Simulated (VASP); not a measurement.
Output of a VASP run:

File OUTCAR:
```
 ion  position               nearest neighbor table
   1  0.000  0.000  0.000-   3 3.59   3 3.59   3 3.59   2 3.59   3 3.59   2 3.59   2 3.59   2 3.59
                             5 3.75   4 3.75   5 3.75   4 3.75   4 3.75   4 3.75   5 3.75   5 3.75
   2  0.381  0.381  0.000-   3 2.79   5 2.80   4 2.80   4 2.80   5 2.80   1 3.59   1 3.59   1 3.59
                             1 3.59
   3  0.619  0.619  0.000-   2 2.79   4 2.80   5 2.80   4 2.80   5 2.80   1 3.59   1 3.59   1 3.59
                             1 3.59
   4  0.750  0.250  0.500-   2 2.80   3 2.80   2 2.80   3 2.80   5 3.30   5 3.30   5 3.30   5 3.30
                             1 3.75   1 3.75   1 3.75   1 3.75
   5  0.250  0.750  0.500-   2 2.80   3 2.80   2 2.80   3 2.80   4 3.30   4 3.30   4 3.30   4 3.30
                             1 3.75   1 3.75   1 3.75   1 3.75
  LATTYP: Found a body centered tetragonal cell.
 ALAT       =     4.6700000000
 C/A-ratio  =     2.5117773019
 Subroutine PRICEL returns:
 Original cell was already a primitive cell.
 Subroutine GETGRP returns: Found 16 space group operations
The static configuration has the point symmetry D_4h.
The dynamic configuration has the point symmetry D_4h.
 Subroutine INISYM returns: Found 16 space group operations
 Subroutine IBZKPT returns following result:
 Found     30 irreducible k-points:

 Following reciprocal coordinates:
            Coordinates               Weight
  0.000000  0.000000  0.000000      1.000000
  0.166667 -0.000000  0.000000      8.000000
  0.333333  0.000000  0.000000      8.000000
  0.500000  0.000000  0.000000      4.000000
  0.166667  0.166667  0.000000      8.000000
  0.333333  0.166667  0.000000     16.000000
  0.500000  0.166667  0.000000     16.000000
 -0.333333  0.166667 -0.000000     16.000000
 -0.166667  0.166667  0.000000      4.000000
  0.333333  0.333333  0.000000      8.000000
  0.500000  0.333333  0.000000     16.000000
 -0.333333  0.333333  0.000000      4.000000
  0.500000  0.500000  0.000000      2.000000
  0.166667  0.166667  0.166667      8.000000
  0.333333  0.166667  0.166667      8.000000
 -0.166667  0.166667  0.166667      4.000000
  0.333333  0.333333  0.166667      4.000000
 -0.333333  0.333333  0.166667      8.000000
 -0.166667  0.333333  0.166667      8.000000
  0.500000  0.500000  0.166667      4.000000
 -0.333333  0.500000  0.166667     16.000000
 -0.166667  0.500000  0.166667      8.000000
 -0.333333 -0.333333  0.166667      8.000000
 -0.166667 -0.333333  0.166667      8.000000
 -0.166667 -0.166667  0.166667      2.000000
 -0.333333  0.333333  0.333333      4.000000
  0.500000  0.500000  0.333333      4.000000
 -0.333333  0.500000  0.333333      8.000000
 -0.333333 -0.333333  0.333333      2.000000
  0.500000  0.500000  0.500000      1.000000
   k-points           NKPTS =     30   k-points in BZ     NKDIM =     30   number of bands    NBANDS=     36
   number of dos      NEDOS =    301   number of ions     NIONS =      5
   total plane-waves  NPLWV =  64000
   dimension x,y,z NGX =    40 NGY =   40 NGZ =   40
   dimension x,y,z NGXF=    80 NGYF=   80 NGZF=   80
   ions per type =               1   2   2
   PREC   = accura    normal or accurate (medium, high low for compatibility)
   ISTART =      0    job   : 0-new  1-cont  2-samecut
   ICHARG =      2    charge: 1-file 2-atom 10-const
   ISPIN  =      1    spin polarized calculation?
   LNONCOLLINEAR =      F non collinear calculations
   LSORBIT =      F    spin-orbit coupling
   INIWAV =      1    electr: 0-lowe 1-rand  2-diag
   ENCUT  =  300.0 eV  22.05 Ry    4.70 a.u.   9.51  9.51  9.51*2*pi/ulx,y,z
   NELM   =    100;   NELMIN=  2; NELMDL= -5     # of ELM steps
   EDIFF  = 0.1E-05   stopping-criterion for ELM
   LREAL  =      F    real-space projection
   NLSPLINE    = F    spline interpolate recip. space projectors
   LMAXMIX     =    4 max onsite mixed and CHGCAR
   VOSKOWN=      0    Vosko Wilk Nusair interpolation
   EDIFFG = 0.1E-04   stopping-criterion for IOM
   NSW    =      0    number of steps for IOM
   NBLOCK =      1;   KBLOCK =      1    inner block; outer block
   IBRION =     -1    ionic relax: 0-MD 1-quasi-New 2-CG
   NFREE  =      0    steps in history (QN), initial steepest desc. (CG)
...
```

File OSZICAR:
```
       N       E                     dE             d eps       ncg     rms          rms(c)
DAV:   1     0.490782868933E+03    0.49078E+03   -0.21556E+04  2248   0.156E+03
DAV:   2     0.359808426428E+02   -0.45480E+03   -0.44251E+03  2220   0.447E+02
DAV:   3    -0.189572051992E+02   -0.54938E+02   -0.53733E+02  2364   0.150E+02
DAV:   4    -0.214795635138E+02   -0.25224E+01   -0.25056E+01  3100   0.325E+01
DAV:   5    -0.215813639896E+02   -0.10180E+00   -0.10171E+00  3344   0.531E+00    0.176E+01
DAV:   6    -0.204584499582E+02    0.11229E+01   -0.73729E+00  2496   0.179E+01    0.102E+01
DAV:   7    -0.203926475635E+02    0.65802E-01   -0.72815E-01  2584   0.586E+00    0.439E+00
DAV:   8    -0.203720388980E+02    0.20609E-01   -0.53203E-02  3128   0.163E+00    0.107E+00
DAV:   9    -0.203688182809E+02    0.32206E-02   -0.15478E-02  3160   0.827E-01    0.141E-01
DAV:  10    -0.203689103304E+02   -0.92049E-04   -0.12910E-03  2948   0.246E-01    0.755E-02
DAV:  11    -0.203689199876E+02   -0.96571E-05   -0.10541E-04  3396   0.497E-02    0.310E-02
DAV:  12    -0.203689197381E+02    0.24951E-06   -0.93894E-06  2732   0.183E-02
   1 F= -.20368920E+02 E0= -.20351019E+02  d E =-.358015E-01
```

File OUTCAR:
```
------------------------ aborting loop because EDIFF is reached ----------------------------------------
  FORCE on cell =-STRESS in cart. coord.  units (eV):
  Direction    XX          YY          ZZ          XY          YZ          ZX
  --------------------------------------------------------------------------------------
  Total       -3.4157538     -3.4157538     -3.3021738      0.0000000      0.0000000     -0.0000000
  in kB      -42.7853770    -42.7853770    -41.3626856      0.0000000      0.0000000     -0.0000000
  external PRESSURE =     -42.3111466 kB  Pullay stress =       0.0000000 kB
  volume of cell :      127.91
      direct lattice vectors                 reciprocal lattice vectors
    -2.335000000  2.335000000  5.865000000     0.000000000  0.214132762  0.085251492
     2.335000000 -2.335000000  5.865000000     0.214132762  0.000000000  0.085251492
     2.335000000  2.335000000 -5.865000000     0.214132762  0.214132762  0.000000000
 POSITION                                       TOTAL-FORCE (eV/Angst)
 -----------------------------------------------------------------------------------
      0.00000      0.00000      0.00000        -0.000000     -0.000000      0.000000
      0.00000      0.00000      4.46913        -0.000000     -0.000000     -0.416911
      0.00000      0.00000      7.26087         0.000000      0.000000      0.416911
      0.00000      2.33500      2.93250        -0.000000     -0.000000      0.000000
      2.33500      0.00000      2.93250        -0.000000     -0.000000      0.000000
 -----------------------------------------------------------------------------------
    total drift:                               -0.000000     -0.000000     -0.000000
  FREE ENERGIE OF THE ION-ELECTRON SYSTEM (eV)
  ---------------------------------------------------
  free  energy   TOTEN  =       -20.3689197381 eV

  energy  without entropy=      -20.3331182456  energy(sigma->0) =      -20.35101899
```
(Selected blocks of OUTCAR.)

File POSCAR:
```
Sr(AgSn)2
1
   -2.3350000000     2.3350000000     5.8650000000
    2.3350000000    -2.3350000000     5.8650000000
    2.3350000000     2.3350000000    -5.8650000000
Sr Sn Ag
1 2 2
Direct
  0.0000000000   0.0000000000   0.0000000000
  0.3810000000   0.3810000000   0.0000000000
  0.6190000000   0.6190000000   0.0000000000
  0.7500000000   0.2500000000   0.5000000000
  0.2500000000   0.7500000000   0.5000000000
```

**Question.** Reconstruct the remaining input files.

**Answer.** This is not unique; one that fits is the input of the run itself, LDA (Ceperley-Alder, Perdew-Zunger), plane waves, VASP's LDA PAW potentials (set 64).

**INCAR**
```
LASPH=.TRUE.
ISIF=2   ! forces and stress, cell fixed
ISMEAR=0   ! Gaussian
LWAVE=.FALSE.
SYSTEM=Sr(AgSn)2
LMAXMIX=4
ENCUT=300   ! plane-wave cut-off (eV)
NELM=100
EDIFF=1E-6   ! SCF stop (eV)
LCHARG=.FALSE.
SIGMA=0.2   ! width (eV)
PREC=Accurate
LREAL=.FALSE.   ! projection in real space or not
ALGO=Normal   ! blocked Davidson
```

KPOINTS:
```
Automatic mesh
0
gamma
  6 6 6
```

POTCAR, in this order: Sr_sv Sn_d Ag (LDA.64 set). Program: vasp_std.

At this cut-off the stress carries a Pulay error, which pulls relaxed volumes low.

The structure comes from a measured Ag2Sn2Sr entry of the Crystallography Open Database, whose conditions weren't checked. The cell was not relaxed at this level. The k-mesh is coarse (spacing up to 0.32 per Å, 2π included), so the numbers may not be converged in it. The run is one of a series of settings (GGA removed, POTCAR Sr_sv Sn_d Ag (LDA.64 set) against the base run), some of them coarse on purpose.
